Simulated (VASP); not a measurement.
Energy against volume of Si (diamond). These are revTPSS meta-GGA, VASP's PBE PAW potentials (set 64) (plane waves; VASP) values and carry that method's errors. Run with 520 eV cut-off, 8×8×8 Γ-centred mesh, Gaussian smearing of 0.050 eV, potentials Si.

```csv
V (Å³/atom),E (eV/atom)
18.903,-6.68991
19.506,-6.70800
20.109,-6.71360
20.712,-6.70855
```

Task: Fit these four points and predict the energy of the run at 21.316 Å³/atom.

Result: A cubic in V^(−2/3), the third-order Birch-Murnaghan form, passes through the four points with V0 = 20.11 Å³/atom and B0 = 94 GPa, and gives -6.6944 eV/atom there. The run gave -6.6944 eV/atom, -0.0 meV/atom from the fit; all five points give B0 = 94 GPa.

The compound is Si in the diamond structure. It was relaxed first.
